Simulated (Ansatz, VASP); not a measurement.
**WSe2 in two plane-wave programs**

Wanted: the spread between two codes on one cell, functional and k mesh. The structure shown comes from an earlier run, which isn't shown and may have moved the atoms alone.

Program: Ansatz 0.2.0. Level of theory: plane waves, with VASP 6.6.1 beside it; LDA. Results are calculated unless marked as measured.

**1. The starting structure**

The structure is hexagonal, space group P6_3/mmc (No. 194). Conventional cell: a = 3.289 Å, b = 3.289 Å, c = 12.903 Å, α = 90.00°, β = 90.00°, γ = 120.00°. Nearest to W lie 6 Se at 2.52 Å. Se has 3 W at 2.52 Å nearest. Farther neighbours and most contacts between anions are not listed.

As a file:

```cif
data_structure
_symmetry_space_group_name_H-M 'P6_3/mmc'
_symmetry_Int_Tables_number 194
_cell_length_a 3.2890
_cell_length_b 3.2890
_cell_length_c 12.9032
_cell_angle_alpha 90.000
_cell_angle_beta 90.000
_cell_angle_gamma 120.000
_cell_volume 120.88
loop_
_atom_site_label
_atom_site_type_symbol
_atom_site_symmetry_multiplicity
_atom_site_Wyckoff_symbol
_atom_site_fract_x
_atom_site_fract_y
_atom_site_fract_z
_atom_site_occupancy
W1 W 2 c 0.33333 0.66667 0.25000 1
Se1 Se 4 f 0.33333 0.66667 0.62189 1
```

**2. Ansatz: elastic constants, LDA**

Ansatz runs on its default PAW (the set named soft_2) files.

Elastic constants are differences of stresses under small strains, so they test the stress and the mesh.

input.yaml reads:

```yaml
crystal:
  lattice:
    - [3.2890462187, 0.0, 0.0]
    - [-1.6445231093, 2.8483975796, 0.0]
    - [0.0, 0.0, 12.9031916756]
  atoms:
    - { symbol: W, position: [0.3333333333, 0.6666666667, 0.25] }
    - { symbol: W, position: [0.6666666667, 0.3333333333, 0.75] }
    - { symbol: Se, position: [0.3333333333, 0.6666666667, 0.6222078509] }
    - { symbol: Se, position: [0.6666666667, 0.3333333333, 0.1222078509] }
    - { symbol: Se, position: [0.3333333333, 0.6666666667, 0.8777921491] }
    - { symbol: Se, position: [0.6666666667, 0.3333333333, 0.3777921491] }
kpoints:
  mp_grid: { grid: [9, 9, 2] }
hamiltonian:
  xc: lda
scf:
  occupations: { method: gaussian, width: 0.02 }
output:
  forces: true
  stress: true
  eigenvalues: true
elastic:
  mode: relaxed_ion
  stencil: two_point
```

The run is started by

```
> ansatz run input.yaml --threads 8 --pin off --max-ram 16384MiB --backend cpu --events-out ev --progress --plain --runs-dir out
```

Numbers of over 12 decimals in the logs are rounded to 6 here.

Log:

```text
Engine: ansatz 0.2.0, aarch64-unknown-linux-gnu
Pseudopotentials: kind: paw
Pseudopotential: W, paw, valence charge 14, recommended cutoff 420 eV (normal), W.paw.azcp
Pseudopotential: Se, paw, valence charge 16, recommended cutoff 420 eV (normal), Se.paw.azcp
Functional definition: SPW92
  exchange = slater_x
  correlation = pw_c
Crystal: 6 atoms, lattice volume = 120.884 Å³
Basis set: ecut = 420 eV, 2395 PW (Γ)
Bands: 56, of which v1, the nominal top of the filled ones, is band 46 counted from 1 (45 counted from 0)
Symmetry: 24 space group operations
Space group: P63/mmc (ITA 194), of the structure as read, at distance tolerance 4.9e-5 Å
k-points: 24 of 162
Non-local potential: W, projectors of the file, l = 0: 3, l = 1: 2, l = 2: 2, l = 3: 1
Non-local potential: Se, projectors of the file, l = 0: 2, l = 1: 2, l = 2: 3, l = 3: 1
PAW form: soft (Blöchl's): semilocal exchange-correlation on the pseudo side does not see the compensation charge
PAW frozen core: W, regenerated for the run's functional, and the local potential with it (the file was generated under x = pbe(κ = 0.804, μ = 0.219515), c = pbe(β = 0.066725))
PAW frozen core: Se, regenerated for the run's functional, and the local potential with it (the file was generated under x = pbe(κ = 0.804, μ = 0.219515), c = pbe(β = 0.066725))
PAW one-centre angular grid: W, 590 points (default); XC on 64 Gauss nodes
PAW one-centre angular grid: Se, 590 points (default); XC on 64 Gauss nodes
Initial density: superposition of atomic densities (neutral atoms: chi_scale 0, normalization atom), corrected by the library's trained network
Initial wavefunctions: pseudopotential atomic-orbital guess
Functional: x = slater, c = lda
SCF iter   1: F=—  HF=-41796.344067 eV  |F-HF|=—  |Δ(HF+E_count)|=         —  Δρ=6.31e-3  dr2=2.68e-2  ethr=1.77e-3  ⟨swp⟩=6.4  Hψ=4821  notcnv=0  defer=1
preconditioner: auto → Resta (q_TF=auto, 2.607 Å⁻¹)  ε∞=6.0  [insulator: Δε(μ)=1.015 eV  Ē_g=9.023 eV  σ=0.020 eV  W_gap=1.00  n_scr=40 (ndim 8)  ℏωp=20.3 eV  f_vac=0.045  D(μ)=0.00/eV (n_scr^D=0)  ε∞_Penn≈6.0]
SCF iter   2: F=—  HF=-41796.343082 eV  |F-HF|=—  |Δ(HF+E_count)|=   9.85e-4  Δρ=3.54e-3  dr2=5.72e-3  ethr=2.91e-5  ⟨swp⟩=2.0  Hψ=2054  notcnv=0  defer=58
SCF iter   3: F=—  HF=-41796.343477 eV  |F-HF|=—  |Δ(HF+E_count)|=   3.95e-4  Δρ=1.50e-3  dr2=1.28e-3  ethr=6.22e-6  ⟨swp⟩=1.5  Hψ=1361  notcnv=0  defer=58
SCF iter   4: F=—  HF=-41796.343539 eV  |F-HF|=—  |Δ(HF+E_count)|=   6.13e-5  Δρ=1.42e-4  dr2=4.90e-5  ethr=1.39e-6  ⟨swp⟩=2.2  Hψ=1799  notcnv=0  defer=58
SCF iter   5: F=—  HF=-41796.343545 eV  |F-HF|=—  |Δ(HF+E_count)|=   6.10e-6  Δρ=4.09e-5  dr2=2.58e-6  ethr=5.33e-8  ⟨swp⟩=2.0  Hψ=2342  notcnv=0  defer=58
SCF iter   6: F=—  HF=-41796.343537 eV  |F-HF|=—  |Δ(HF+E_count)|=   7.67e-6  Δρ=2.38e-5  dr2=8.53e-7  ethr=2.81e-9  ⟨swp⟩=2.0  Hψ=2342  notcnv=0  defer=58
SCF iter   7: F=—  HF=-41796.343537 eV  |F-HF|=—  |Δ(HF+E_count)|=   1.22e-7  Δρ=4.68e-6  dr2=4.66e-8  ethr=9.27e-10  ⟨swp⟩=2.0  Hψ=1733  notcnv=0  defer=58
SCF iter   8: F=—  HF=-41796.343537 eV  |F-HF|=—  |Δ(HF+E_count)|=   1.12e-8  Δρ=1.01e-6  dr2=1.21e-9  ethr=5.06e-11  ⟨swp⟩=2.0  Hψ=2271  notcnv=0  defer=58
SCF iter   9: F=—  HF=-41796.343537 eV  |F-HF|=—  |Δ(HF+E_count)|=  4.87e-10  Δρ=2.26e-7  dr2=7.47e-11  ethr=1.32e-12  ⟨swp⟩=2.7  Hψ=2479  notcnv=0  defer=58
SCF iter  10: F=—  HF=-41796.343537 eV  |F-HF|=—  |Δ(HF+E_count)|=  7.28e-12  Δρ=4.54e-8  dr2=3.92e-12  ethr=8.12e-14 (applied; sched 1.00e-12)  ⟨swp⟩=2.0  Hψ=2342  notcnv=0  defer=58
[...]
SCF 1 converged in 12 iterations: F = -41796.343537 eV  dr2 = 2.59e-14
  greatest PAW one-centre occupation: 1.000 electrons in one spin orbital (limit 2), on the W atom at site 1 (counted from 0), in its partial waves of l = 0
relax step   1: F+E_penalty+E_count = -41796.34353709 eV  Δ(F+E_penalty+E_count) = +0.000e0 eV  max|allowed force component| = 7.483e-2 eV/Å  Δτ_max = 0.0000 Å  (12 SCF iters, accepted)
Initial density: handed on by an earlier stage of this run
Initial wavefunctions: pseudopotential atomic-orbital guess (no wavefunctions were taken with the density)
[...]
preconditioner: auto → Resta (q_TF=auto, 2.607 Å⁻¹)  ε∞=5.8  [insulator: Δε(μ)=0.765 eV  Ē_g=9.206 eV  σ=0.020 eV  W_gap=1.00  n_scr=40 (ndim 8)  ℏωp=20.3 eV  f_vac=0.042  D(μ)=0.00/eV (n_scr^D=0)  ε∞_Penn≈5.8]
[...]
SCF iter   2: F=—  HF=-41796.344128 eV  |F-HF|=—  |Δ(HF+E_count)|=   4.04e-9  Δρ=3.64e-6  dr2=7.07e-9  ethr=2.54e-11  ⟨swp⟩=1.0  Hψ=3253  notcnv=0  defer=108
SCF iter   3: F=—  HF=-41796.344128 eV  |F-HF|=—  |Δ(HF+E_count)|=   1.23e-9  Δρ=7.37e-7  dr2=1.47e-9  ethr=7.69e-12  ⟨swp⟩=2.0  Hψ=3539  notcnv=0  defer=108
SCF iter   4: F=—  HF=-41796.344128 eV  |F-HF|=—  |Δ(HF+E_count)|=  1.89e-10  Δρ=1.96e-7  dr2=3.57e-11  ethr=1.60e-12  ⟨swp⟩=2.1  Hψ=3186  notcnv=0  defer=108
SCF iter   5: F=—  HF=-41796.344128 eV  |F-HF|=—  |Δ(HF+E_count)|=  2.18e-11  Δρ=5.02e-8  dr2=3.07e-12  ethr=3.88e-14 (applied; sched 1.00e-12)  ⟨swp⟩=2.0  Hψ=4879  notcnv=0  defer=118
SCF iter   6: F=—  HF=-41796.344128 eV  |F-HF|=—  |Δ(HF+E_count)|=    0.00e0  Δρ=1.87e-8  dr2=5.11e-13  ethr=3.34e-15 (applied; sched 1.00e-12)  ⟨swp⟩=2.0  Hψ=4881  notcnv=0  defer=118
SCF iter   7: F=—  HF=-41796.344128 eV  |F-HF|=—  |Δ(HF+E_count)|=    0.00e0  Δρ=5.89e-9  dr2=1.51e-13  ethr=1.00e-12  ⟨swp⟩=4.3  Hψ=9829  notcnv=0
SCF iter   8: F=-41796.344128 eV  HF=-41796.344128 eV  |F-HF|=0.00e0  |Δ(HF+E_count)|=    0.00e0  Δρ=2.63e-9  dr2=2.84e-14  ethr=1.00e-12  ⟨swp⟩=4.0  Hψ=9579  notcnv=0
SCF 33 converged in 8 iterations: F = -41796.344128 eV  dr2 = 2.84e-14
relax step   3: F+E_penalty+E_count = -41796.34412807 eV  Δ(F+E_penalty+E_count) = -1.548e-8 eV  max|allowed force component| = 3.443e-5 eV/Å  Δτ_max = 0.0001 Å  (8 SCF iters, accepted)
iter 1 solved again at ethr=1.00e-12 eV; its pass at ethr=3.10e-3 eV (dr2=3.31e-14 eV) is discarded
SCF iter   1: F=—  HF=-41796.344128 eV  |F-HF|=—  |Δ(HF+E_count)|=         —  Δρ=2.63e-9  dr2=2.82e-14  ethr=1.00e-12  ⟨swp⟩=1.7  Hψ=8631  notcnv=0
SCF iter   2: F=-41796.344128 eV  HF=-41796.344128 eV  |F-HF|=1.46e-11  |Δ(HF+E_count)|=    0.00e0  Δρ=1.53e-9  dr2=4.54e-15  ethr=1.00e-12  ⟨swp⟩=5.1  Hψ=10717  notcnv=0
SCF 34 converged in 2 iterations: F = -41796.344128 eV  dr2 = 4.54e-15
SCF converged after 10 iterations
Free energy (F): -41796.344148 eV
Harris-Foulkes:  -41796.344148 eV  (|F-HF|=1.46e-11)
Internal energy: -41796.344148 eV  (E = F + TS)
E sigma→0 (E₀):  -41796.344148 eV
Fermi energy:    13.287826 eV
--- Per-component energies (eV) ---
  E_band       = -1710.586151
  E_kinetic    = 1384.099251
  E_local      = -11516.980384  (includes V_loc(G=0)·N_el)
  E_nonlocal   = -2341.438984
  E_hartree    = 5524.272821
  E_xc         = -947.728032
  E_vxc        = -876.115189  (∫ρ·V_xc dr)
  E_paw        = -23928.400604  (= ΣΔE_a)
  E_vpaw       = 591.306019  (= ΣTr[D̂ρ^β])
  E_aug_tail   = -0.002506  (compensation charges beyond the density's cutoff)
  E_ewald      = -9979.601467
  E_core_change = 9.435755  (= ΣΔE_core)
  E_smearing   = -0.000000  (= −TS)
  E_closure    = 0.000000  (closes the sum)
  Σ components = -41796.344148   (vs F -41796.344148, Δ=0.00e0)
--- Forces (eV/Å), atoms counted from 1 ---
  atom   1  W     -0.00000000    -0.00000000    -0.00000000
  atom   2  W      0.00000000     0.00000000     0.00000000
  atom   3  Se    -0.00000000    -0.00000000     0.00000071
  atom   4  Se     0.00000000     0.00000000     0.00000071
  atom   5  Se    -0.00000000    -0.00000000    -0.00000071
  atom   6  Se     0.00000000     0.00000000    -0.00000071
  max |Σ_I F_I| component: 4.63e-18 eV/Å
--- Stress (GPa, compression-positive) ---
       -2.913700       0.000000       0.000000
        0.000000      -2.913700      -0.000000
        0.000000      -0.000000      -0.535093
  P = ⅓ Tr σ = -2.1208 GPa (-21.208 kbar)
--- Band table (eV; the first three rows and the last of 24) ---
  k-point 0: bands = [... 42 lower, 11.1443, 11.6461, 11.7502, 12.7836, 15.3656, 15.3656, 15.4127, 15.4127, ... 6 higher]
  k-point 1: bands = [... 42 lower, 11.1173, 11.1173, 12.5715, 12.5715, 15.3734, 15.3734, 15.3734, 15.3734, ... 6 higher]
  k-point 2: bands = [... 42 lower, 11.0584, 11.6774, 11.9278, 12.4577, 14.8816, 15.0314, 15.1669, 15.2424, ... 6 higher]
  k-point 23: bands = [... 42 lower, 10.0412, 10.0412, 12.3480, 12.3480, 13.9628, 13.9628, 15.1728, 15.1728, ... 6 higher]
--- Elastic constants: 3 strain directions × 2 members + reference (group order 24) ---
  dense FFT box of the reference and of every strained cell: 24×24×90
  strains applied: 11, 33, 23; error gains: componentwise 1.00 (the most a stress slope's error grows in a printed constant), spectral 1.41 (1 for all six strains in a standard setting)
  reference relaxed by the batch: 5 steps; max|allowed force component| 7.48e-2 eV/Å at the deck's positions, 6.88e-7 at the last accepted step, 7.12e-7 by the solve of record
  largest displacement 4.1e-3 Å; the constants are those of the deck's cell at these positions:
  atoms:
    - { symbol: W, position: [0.333333, 0.666667, 0.250000] }
    - { symbol: W, position: [0.666667, 0.333333, 0.750000] }
    - { symbol: Se, position: [0.333333, 0.666667, 0.621891] }
    - { symbol: Se, position: [0.666667, 0.333333, 0.121891] }
    - { symbol: Se, position: [0.333333, 0.666667, 0.878109] }
    - { symbol: Se, position: [0.666667, 0.333333, 0.378109] }
  C = ∂σ_k/∂η_j (tension-positive GPa; Voigt order 11 22 33 23 13 12):
       190.245     36.605      6.219     -0.000     -0.000     -0.000
        36.605    190.245      6.219      0.000     -0.000     -0.000
         8.594      8.594     38.435     -0.000      0.000     -0.000
        -0.000      0.000     -0.000     17.343     -0.000     -0.000
         0.000     -0.000      0.000      0.000     17.343      0.000
         0.000     -0.000      0.000     -0.000     -0.000     76.820
  reference stress σ⁰ (GPa):      2.914      2.914      0.535      0.000     -0.000     -0.000
  C* (energy form; C + prestress term) asymmetry max|C*_kj − C*_jk| = 4.099e-3 GPa — a small one proves nothing (zero by symmetry where the batch's group is 432, −43m or m−3m); a large one is finite-difference/SCF noise where every solve meets its electron count
  moduli (Voigt/Reuss/Hill, GPa): K = 57.97/31.41/44.69   G = 46.80/27.51/37.16   E = 87.28   ν = 0.175
  mechanically stable: yes (min eigenvalue of sym C = 17.34 GPa)
  strain η (Voigt 11):  stress-route row diagonal C_11 = 190.25 GPa, energy-path curvature d²(F+E_count+ΔE)/dδ²/Ω₀ = 190.22 GPa
         δ    σ_11 (GPa)             F (eV)   n_scf  n_hpsi   n_pw
    -2.000e-3       2.5299      -41796.3482739       2   20396   2432   relax 6 steps, max|allowed force component| 1.33e-5 eV/Å
     2.000e-3       3.2909      -41796.3394650       2   20394   2432   relax 3 steps, max|allowed force component| 1.91e-6 eV/Å
  strain η (Voigt 33):  stress-route row diagonal C_33 = 38.44 GPa, energy-path curvature d²(F+E_count+ΔE)/dδ²/Ω₀ = 38.43 GPa
         δ    σ_33 (GPa)             F (eV)   n_scf  n_hpsi   n_pw
    -2.000e-3       0.4563      -41796.3449029       2    9767   2432   relax 3 steps, max|allowed force component| 1.26e-6 eV/Å
     2.000e-3       0.6101      -41796.3432845       2    9784   2432   relax 3 steps, max|allowed force component| 1.63e-6 eV/Å
  strain η (Voigt 23):  stress-route row diagonal C_44 = 17.34 GPa, energy-path curvature d²(F+E_count+ΔE)/dδ²/Ω₀ = 16.42 GPa
         δ    σ_23 (GPa)             F (eV)   n_scf  n_hpsi   n_pw
    -2.000e-3      -0.0347      -41796.3441281       2   20405   2432   relax 4 steps, max|allowed force component| 3.61e-5 eV/Å
     2.000e-3       0.0347      -41796.3441281       2   20348   2432   relax 3 steps, max|allowed force component| 3.44e-5 eV/Å
```

(Part 1 of 2 ends here.)

[Lines on the potential files, build, host, timing and source positions are cut from VASP's logs without a mark.]

[Logs are printed without paths, hosts, clocks, repeated set-up lines and the standing remarks that a program may print on its own settings, such as how far it seeks lower states.]

[Hosts, paths, dates, database ids (printed as entryN), source tags and the programs' standing remarks are cut or masked in the printed files.]
